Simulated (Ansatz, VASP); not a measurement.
# Cross-check of SrTiO3 between VASP and Ansatz

Wanted: the spread between two codes on one cell, functional and k mesh. The cell is taken from a series of VASP runs on this material, whose earlier steps may have relaxed, scaled or displaced it; both programs get it as it stands.

Program: Ansatz 0.2.0. Level of theory: plane waves, with VASP 6.6.1 beside it; dielectric response at LDA. Results are calculated unless marked as measured.

## Step 1: Starting point

It takes space group P4/mmm (No. 123, tetragonal). Conventional cell: a = 3.822 Å, b = 3.822 Å, c = 3.883 Å, α = 90.00°, β = 90.00°, γ = 90.00°. Nearest to Sr lie 12 O at 2.70 to 2.72 Å. Ti has 6 O at 1.91 to 1.94 Å nearest. Nearest to O lie 2 Ti at 1.91 Å and 4 Sr at 2.72 Å. O has 2 Ti at 1.94 Å and 4 Sr at 2.70 Å nearest. Farther neighbours and most contacts between anions are not listed.

## Step 2: VASP: dielectric response, LDA

The response to a field tests empty states and converges slowly with the mesh.

Lines of VASP's logs that name or quote its potential files are left out, and so is its time.

Contents of INCAR:

```
SYSTEM = SrTiO3
PREC = Accurate
ENCUT = 560
EDIFF = 1E-08
NELM = 100
ISMEAR = 0
SIGMA = 0.03
LREAL = .FALSE.
ALGO = Normal
GGA = CA
NBANDS = 26
LASPH = .TRUE.
LORBIT = 11
LWAVE = .FALSE.
LCHARG = .FALSE.
KPAR = 8
LEPSILON = .TRUE.
LPEAD = .TRUE.
```

Contents of POSCAR:

```
SrTiO3
1.0
    3.8221920531      0.0000000000      0.0000000000
    0.0000000000      3.8221920531      0.0000000000
    0.0000000000      0.0000000000      3.8833575071
Sr Ti O
1 1 3
Direct
    0.5000000000      0.5000000000      0.5000000000
    0.0000000000      0.0000000000      0.0000000000
    0.5000000000      0.0000000000      0.0000000000
    0.0000000000      0.5000000000      0.0000000000
    0.0000000000      0.0000000000      0.5000000000
```

Contents of KPOINTS:

```
Automatic mesh
0
Gamma
8 8 8
0 0 0
```

The projector-augmented-wave data sets are Sr_sv, Ti_sv and O (LDA family, release 64).

Run with:

```sh
> mpirun -np 8 vasp_std
```

Numbers of over 12 decimals in the logs are rounded to 6 here.

The log of the run:

```text
[banner, memory and clock lines left out]
running    8 mpi-ranks, on    1 nodes
 distrk:  each k-point on    1 cores,    8 groups
 distr:  one band on    1 cores,    1 groups

 POSCAR found type information on POSCAR SrTiO
 POSCAR found :  3 types and       5 ions
|                                                                             |
|           W    W    AA    RRRRR   N    N  II  N    N   GGGG   !!!           |
|           W    W   A  A   R    R  NN   N  II  NN   N  G    G  !!!           |
|           W    W  A    A  R    R  N N  N  II  N N  N  G       !!!           |
|           W WW W  AAAAAA  RRRRR   N  N N  II  N  N N  G  GGG   !            |
|           WW  WW  A    A  R   R   N   NN  II  N   NN  G    G                |
|           W    W  A    A  R    R  N    N  II  N    N   GGGG   !!!           |
|                                                                             |
|     For optimal performance we recommend to set                             |
|       NCORE = 2 up to number-of-cores-per-socket                            |
|     NCORE specifies how many cores store one orbital (NPAR=cpu/NCORE).      |
|     This setting can greatly improve the performance of VASP for DFT.       |
|     The default, NCORE=1 might be grossly inefficient on modern             |
|     multi-core architectures or massively parallel machines. Do your        |
|     Unfortunately you need to use the default for GW and RPA                |
|     calculations (for HF NCORE is supported but not extensively tested      |
|     yet).                                                                   |
|                                                                             |

 LDA part: xc-table for (Slater(with rela. corr.)+CA(PZ))
 , standard interpolation
 POSCAR, INCAR and KPOINTS ok, starting setup
 FFT: planning ... GRIDC
 FFT: planning ... GRID_SOFT
 FFT: planning ... GRID
 WAVECAR not read
 entering main loop
       N       E                     dE             d eps       ncg     rms          rms(c)
DAV:   1     0.446487198478E+03    0.44649E+03   -0.22043E+04  3900   0.177E+03
DAV:   2    -0.896302408919E+01   -0.45545E+03   -0.44131E+03  4542   0.477E+02
DAV:   3    -0.516517492899E+02   -0.42689E+02   -0.42453E+02  4544   0.145E+02
DAV:   4    -0.539646361638E+02   -0.23129E+01   -0.23101E+01  6662   0.294E+01
DAV:   5    -0.540054184432E+02   -0.40782E-01   -0.40761E-01  5178   0.332E+00    0.286E+01
DAV:   6    -0.442774901231E+02    0.97279E+01   -0.57533E+01  5720   0.706E+01    0.178E+01
DAV:   7    -0.442607175694E+02    0.16773E-01   -0.78141E+00  4852   0.218E+01    0.120E+01
DAV:   8    -0.442564009841E+02    0.43166E-02   -0.18100E+00  4858   0.141E+01    0.301E+00
DAV:   9    -0.441675194038E+02    0.88882E-01   -0.43482E-01  4912   0.700E+00    0.912E-01
DAV:  10    -0.441728059207E+02   -0.52865E-02   -0.13934E-01  4998   0.259E+00    0.861E-01
DAV:  11    -0.441628133942E+02    0.99925E-02   -0.58692E-02  5820   0.193E+00    0.136E-01
DAV:  12    -0.441627572871E+02    0.56107E-04   -0.23782E-03  4896   0.530E-01    0.561E-02
DAV:  13    -0.441627703650E+02   -0.13078E-04   -0.20374E-04  6552   0.152E-01    0.395E-02
DAV:  14    -0.441627629301E+02    0.74349E-05   -0.81232E-05  4930   0.101E-01    0.925E-03
DAV:  15    -0.441627628150E+02    0.11510E-06   -0.91952E-06  5590   0.253E-02    0.630E-03
DAV:  16    -0.441627627082E+02    0.10687E-06   -0.14702E-06  4758   0.757E-03    0.181E-03
DAV:  17    -0.441627626944E+02    0.13785E-07   -0.15087E-07  5808   0.313E-03    0.111E-03
DAV:  18    -0.441627626923E+02    0.21100E-08   -0.71534E-09  2558   0.112E-03
   1 F= -.44162763E+02 E0= -.44162763E+02  d E =-.933346E-11
 Linear response reoptimize wavefunctions to high precision
DAV:   1    -0.441627626907E+02    0.15898E-08   -0.83764E-09  4196   0.844E-04
DAV:   2    -0.441627626908E+02   -0.97316E-10   -0.92316E-10  2398   0.230E-04
 Linear response to external field (no local field effect), progress :
  Direction:   1
       N       E                     dE             d eps       ncg     rms          rms(c)
RMM:   1    -0.582718578361E+00   -0.58272E+00   -0.18283E+00  4983   0.875E+00
RMM:   2    -0.628225910642E+00   -0.45507E-01   -0.11289E-01  5990   0.173E+00
RMM:   3    -0.634005070984E+00   -0.57792E-02   -0.40060E-02  6912   0.676E-01
RMM:   4    -0.635862229560E+00   -0.18572E-02   -0.14303E-02  7110   0.340E-01
RMM:   5    -0.636493307945E+00   -0.63108E-03   -0.44287E-03  7205   0.180E-01
RMM:   6    -0.636747738981E+00   -0.25443E-03   -0.25706E-03  7191   0.106E-01
RMM:   7    -0.636852656136E+00   -0.10492E-03   -0.11175E-03  7165   0.659E-02
RMM:   8    -0.636905874815E+00   -0.53219E-04   -0.59816E-04  6895   0.431E-02
[...]
RMM:  10    -0.872038583353E+00   -0.89079E-04   -0.18202E-04 15721   0.355E-02    0.340E-03
RMM:  11    -0.872110237025E+00   -0.71654E-04   -0.11483E-04 15737   0.257E-02    0.152E-03
RMM:  12    -0.872091432238E+00    0.18805E-04   -0.71691E-05 15535   0.189E-02    0.297E-03
RMM:  13    -0.872117230171E+00   -0.25798E-04   -0.46282E-05 15410   0.146E-02    0.192E-03
RMM:  14    -0.872165469200E+00   -0.48239E-04   -0.29512E-05 15038   0.117E-02    0.274E-03
RMM:  15    -0.872134438388E+00    0.31031E-04   -0.21936E-05 15141   0.941E-03    0.194E-03
RMM:  16    -0.872141410519E+00   -0.69721E-05   -0.15407E-05 15843   0.755E-03    0.192E-03
RMM:  17    -0.872135232885E+00    0.61776E-05   -0.12600E-05 15385   0.640E-03    0.346E-03
RMM:  18    -0.872141175830E+00   -0.59429E-05   -0.97259E-06 15430   0.551E-03    0.300E-03
RMM:  19    -0.872150534908E+00   -0.93591E-05   -0.77777E-06 15358   0.489E-03    0.209E-03
RMM:  20    -0.872155389810E+00   -0.48549E-05   -0.64457E-06 15366   0.434E-03    0.172E-03
RMM:  21    -0.872159152000E+00   -0.37622E-05   -0.58374E-06 15151   0.395E-03    0.144E-03
RMM:  22    -0.872164332959E+00   -0.51810E-05   -0.47814E-06 15263   0.370E-03    0.933E-04
RMM:  23    -0.872169884411E+00   -0.55515E-05   -0.50737E-06 15289   0.351E-03    0.351E-04
[...]
RMM:  34    -0.872175979906E+00   -0.13366E-06   -0.39232E-06 12901   0.278E-03    0.706E-05
RMM:  35    -0.872176207593E+00   -0.22769E-06   -0.42824E-06 13095   0.277E-03    0.477E-05
RMM:  36    -0.872176357404E+00   -0.14981E-06   -0.34203E-06 12822   0.275E-03    0.360E-05
RMM:  37    -0.872176316985E+00    0.40419E-07   -0.36495E-06 12406   0.274E-03    0.476E-05
RMM:  38    -0.872176388204E+00   -0.71219E-07   -0.34759E-06 12474   0.274E-03    0.446E-05
RMM:  39    -0.872176436884E+00   -0.48680E-07   -0.34505E-06 12413   0.273E-03    0.447E-05
RMM:  40    -0.872176554655E+00   -0.11777E-06   -0.38261E-06 12506   0.272E-03    0.340E-05
RMM:  41    -0.872176562558E+00   -0.79028E-08   -0.36399E-06 12262   0.272E-03    0.390E-05
 change of polarisation eV/A/(eV/A) component  1 :     1.680    -0.126    -0.082
 dielectric tensor                  component  1 :     6.358    -0.400    -0.261
 Linear response to external field, progress :
  Direction:   2
       N       E                     dE             d eps       ncg     rms          rms(c)
RMM:   1    -0.805073494433E+00   -0.80507E+00   -0.29447E+00  8240   0.905E+00
RMM:   2    -0.859056883616E+00   -0.53983E-01   -0.13066E-01  9592   0.187E+00    0.139E+00
RMM:   3    -0.847721891246E+00    0.11335E-01   -0.68051E-02 11393   0.132E+00    0.850E-01
RMM:   4    -0.862594243097E+00   -0.14872E-01   -0.34618E-02 12636   0.107E+00    0.256E-01
RMM:   5    -0.869568017688E+00   -0.69738E-02   -0.12928E-02 14579   0.442E-01    0.616E-02
RMM:   6    -0.870558432922E+00   -0.99042E-03   -0.36421E-03 15783   0.218E-01    0.524E-02
RMM:   7    -0.871434471811E+00   -0.87604E-03   -0.20977E-03 15303   0.126E-01    0.390E-02
RMM:   8    -0.871945531902E+00   -0.51106E-03   -0.77978E-04 15037   0.808E-02    0.756E-03
RMM:   9    -0.871941361281E+00    0.41706E-05   -0.42323E-04 15415   0.529E-02    0.718E-03
RMM:  10    -0.872022294485E+00   -0.80933E-04   -0.19144E-04 15762   0.360E-02    0.436E-03
RMM:  11    -0.872109067950E+00   -0.86773E-04   -0.13000E-04 15524   0.262E-02    0.193E-03
RMM:  12    -0.872080337167E+00    0.28731E-04   -0.74918E-05 15431   0.193E-02    0.361E-03
RMM:  13    -0.872127053405E+00   -0.46716E-04   -0.54784E-05 15055   0.154E-02    0.419E-04
RMM:  14    -0.872128762216E+00   -0.17088E-05   -0.33146E-05 15937   0.117E-02    0.118E-03
RMM:  15    -0.872141259894E+00   -0.12498E-04   -0.29505E-05 15340   0.953E-03    0.685E-04
RMM:  16    -0.872163266148E+00   -0.22006E-04   -0.17457E-05 15234   0.794E-03    0.137E-03
RMM:  17    -0.872145838911E+00    0.17427E-04   -0.17251E-05 15121   0.677E-03    0.145E-03
RMM:  18    -0.872156146299E+00   -0.10307E-04   -0.11723E-05 15362   0.579E-03    0.704E-04
RMM:  19    -0.872155250652E+00    0.89565E-06   -0.10701E-05 14819   0.502E-03    0.121E-03
RMM:  20    -0.872156424867E+00   -0.11742E-05   -0.84998E-06 14167   0.454E-03    0.132E-03
RMM:  21    -0.872156249970E+00    0.17490E-06   -0.73402E-06 13694   0.418E-03    0.158E-03
RMM:  22    -0.872155795166E+00    0.45480E-06   -0.64345E-06 14265   0.390E-03    0.181E-03
RMM:  23    -0.872157144148E+00   -0.13490E-05   -0.58240E-06 13672   0.368E-03    0.181E-03
RMM:  24    -0.872158282003E+00   -0.11379E-05   -0.47426E-06 14060   0.350E-03    0.183E-03
 change of polarisation eV/A/(eV/A) component  2 :    -0.125     1.680    -0.249
 dielectric tensor                  component  2 :    -0.399     6.357    -0.794
 Linear response to external field, progress :
  Direction:   3
       N       E                     dE             d eps       ncg     rms          rms(c)
RMM:   1    -0.788067180267E+00   -0.78807E+00   -0.28608E+00  4865   0.896E+00
RMM:   2    -0.842761705667E+00   -0.54695E-01   -0.13149E-01  5624   0.183E+00    0.137E+00
RMM:   3    -0.832135880869E+00    0.10626E-01   -0.72017E-02  6689   0.132E+00    0.842E-01
RMM:   4    -0.846971366214E+00   -0.14835E-01   -0.35319E-02  7449   0.106E+00    0.254E-01
RMM:   5    -0.853915377757E+00   -0.69440E-02   -0.12582E-02  8479   0.432E-01    0.609E-02
RMM:   6    -0.854924101642E+00   -0.10087E-02   -0.35760E-03  9193   0.210E-01    0.510E-02
RMM:   7    -0.855820687305E+00   -0.89659E-03   -0.20483E-03  8882   0.122E-01    0.368E-02
RMM:   8    -0.856262943694E+00   -0.44226E-03   -0.71995E-04  8765   0.760E-02    0.558E-03
RMM:   9    -0.856272166693E+00   -0.92230E-05   -0.35064E-04  8970   0.495E-02    0.698E-03
RMM:  10    -0.856347644749E+00   -0.75478E-04   -0.18265E-04  9155   0.338E-02    0.437E-03
RMM:  11    -0.856423061252E+00   -0.75417E-04   -0.12487E-04  9059   0.243E-02    0.130E-03
RMM:  12    -0.856405617249E+00    0.17444E-04   -0.63017E-05  9068   0.179E-02    0.358E-03
RMM:  13    -0.856460593113E+00   -0.54976E-04   -0.56466E-05  8669   0.146E-02    0.138E-03
RMM:  14    -0.856441672092E+00    0.18921E-04   -0.30675E-05  8876   0.111E-02    0.235E-03
[...]
RMM:  35    -0.856499631576E+00   -0.19347E-06   -0.36897E-06  7348   0.261E-03    0.575E-05
RMM:  36    -0.856499797646E+00   -0.16607E-06   -0.33179E-06  7328   0.259E-03    0.563E-05
RMM:  37    -0.856499716206E+00    0.81440E-07   -0.39301E-06  7127   0.258E-03    0.804E-05
RMM:  38    -0.856499950893E+00   -0.23469E-06   -0.31768E-06  7231   0.256E-03    0.703E-05
RMM:  39    -0.856499938600E+00    0.12294E-07   -0.33162E-06  7077   0.255E-03    0.842E-05
RMM:  40    -0.856499965353E+00   -0.26753E-07   -0.30073E-06  7039   0.254E-03    0.895E-05
RMM:  41    -0.856500076584E+00   -0.11123E-06   -0.31963E-06  7072   0.253E-03    0.908E-05
RMM:  42    -0.856500094612E+00   -0.18028E-07   -0.31449E-06  6963   0.252E-03    0.960E-05
 change of polarisation eV/A/(eV/A) component  3 :    -0.264    -0.234     1.649
 dielectric tensor                  component  3 :    -0.843    -0.745     6.259
 Born effective charges drift removed
```

Parts of OUTCAR (step 2):

```text
ion  position               nearest neighbor table
   1  0.500  0.500  0.500-   5 2.70   5 2.70   5 2.70   5 2.70   4 2.72   3 2.72   4 2.72   3 2.72
                             4 2.72   3 2.72   4 2.72   3 2.72   2 3.33   2 3.33   2 3.33   2 3.33
   2  0.000  0.000  0.000-   3 1.91   4 1.91   4 1.91   3 1.91   5 1.94   5 1.94   1 3.33   1 3.33
                             1 3.33   1 3.33   1 3.33   1 3.33   1 3.33   1 3.33
   3  0.500  0.000  0.000-   2 1.91   2 1.91   1 2.72   1 2.72   1 2.72   1 2.72
   4  0.000  0.500  0.000-   2 1.91   2 1.91   1 2.72   1 2.72   1 2.72   1 2.72
   5  0.000  0.000  0.500-   2 1.94   2 1.94   1 2.70   1 2.70   1 2.70   1 2.70

  LATTYP: Found a simple tetragonal cell.
 ALAT       =     3.8221920531
 C/A-ratio  =     1.0160027160

 Subroutine GETGRP returns: Found 16 space group operations
 (whereof 16 operations were pure point group operations)

The static configuration has the point symmetry D_4h.

 Found     75 irreducible k-points:

   k-points           NKPTS =     75   k-points in BZ     NKDIM =     75   number of bands    NBANDS=     26

   dimension x,y,z NGX =    30 NGY =   30 NGZ =   30
   dimension x,y,z NGXF=    60 NGYF=   60 NGZF=   60

   ENCUT  =  560.0 eV  41.16 Ry    6.42 a.u.   7.38  7.38  7.49*2*pi/ulx,y,z

   NELECT =      40.0000    total number of electrons

 k-points in reciprocal lattice and weights: Automatic mesh
   0.00000000  0.00000000  0.00000000       0.002
   0.12500000  0.00000000  0.00000000       0.008
   0.25000000  0.00000000  0.00000000       0.008
   0.37500000  0.00000000  0.00000000       0.008
   0.50000000  0.00000000  0.00000000       0.004
   0.12500000  0.12500000  0.00000000       0.008
   0.25000000  0.12500000  0.00000000       0.016
   0.37500000  0.12500000  0.00000000       0.016
   0.50000000  0.12500000  0.00000000       0.008
[...]
0.50000000  0.37500000  0.50000000       0.008
   0.50000000  0.50000000  0.50000000       0.002

 average (electrostatic) potential at core
       1 -33.7986       2 -75.9372       3 -70.2933       4 -70.2933       5 -70.2186

  Total        1.6066451      1.6066451      0.0073176      0.0000000      0.0000000      0.0000000
  in kB       45.3730692     45.3730692      0.2066556      0.0000000      0.0000000      0.0000000
  external PRESSURE =      30.3175980 kB  Pullay stress =       0.0000000 kB

  energy-cutoff  :      560.00
  volume of cell :       56.73
      direct lattice vectors                 reciprocal lattice vectors
     3.822192053  0.000000000  0.000000000     0.261629972  0.000000000  0.000000000
     0.000000000  3.822192053  0.000000000     0.000000000  0.261629972  0.000000000
     0.000000000  0.000000000  3.883357507     0.000000000  0.000000000  0.257509127

 POSITION                                       TOTAL-FORCE (eV/Angst)
 -----------------------------------------------------------------------------------
      1.91110      1.91110      1.94168         0.000000      0.000000      0.000000
      0.00000      0.00000      0.00000         0.000000      0.000000      0.000000
      1.91110      0.00000      0.00000         0.000000      0.000000      0.000000
      0.00000      1.91110      0.00000         0.000000      0.000000      0.000000
      0.00000      0.00000      1.94168         0.000000      0.000000      0.000000
 -----------------------------------------------------------------------------------
    total drift:                                0.000000     -0.000000      0.000000

 MACROSCOPIC STATIC DIELECTRIC TENSOR (including local field effects in DFT)
 ------------------------------------------------------
           6.357437     0.000000     0.000000
           0.000000     6.357437    -0.000000
           0.000000     0.000000     6.258779
 ------------------------------------------------------

 PIEZOELECTRIC TENSOR (including local field effects)  for field in x, y, z        (C/m^2)
          XX          YY          ZZ          XY          YZ          ZX
  --------------------------------------------------------------------------------
  x     0.00000     0.00000     0.00000     0.00000     0.00000     0.00000
  y     0.00000     0.00000     0.00000     0.00000     0.00000     0.00000
  z     0.00000     0.00000     0.00000     0.00000     0.00000     0.00000

 BORN EFFECTIVE CHARGES (including local field effects) (in |e|, cummulative output)
 ---------------------------------------------------------------------------------
 ion    1
    1     2.55872     0.00000     0.00000
    2     0.00000     2.55872     0.00000
    3     0.00000     0.00000     2.55583
 ion    2
    1     7.44390     0.00000     0.00000
    2     0.00000     7.44390     0.00000
    3     0.00000     0.00000     7.15353
 ion    3
    1    -5.85364     0.00000     0.00000
    2     0.00000    -2.05765     0.00000
    3     0.00000     0.00000    -2.05630
 ion    4
    1    -2.05765     0.00000     0.00000
    2     0.00000    -5.85364     0.00000
    3     0.00000     0.00000    -2.05630
 ion    5
    1    -2.09132     0.00000     0.00000
    2     0.00000    -2.09132     0.00000
    3     0.00000     0.00000    -5.59676
```

The dielectric response converges more slowly with the mesh than energies do, so tensor and charges may still move on a finer one.

(Part 1 of 2 ends here.)

[Lines on the potential files, build, host, timing and source positions are cut from VASP's logs without a mark.]

[Logs are printed without paths, hosts, clocks, repeated set-up lines and the standing remarks that a program may print on its own settings, such as how far it seeks lower states.]

[Hosts, paths, dates, database ids (printed as entryN), source tags and the programs' standing remarks are cut or masked in the printed files.]
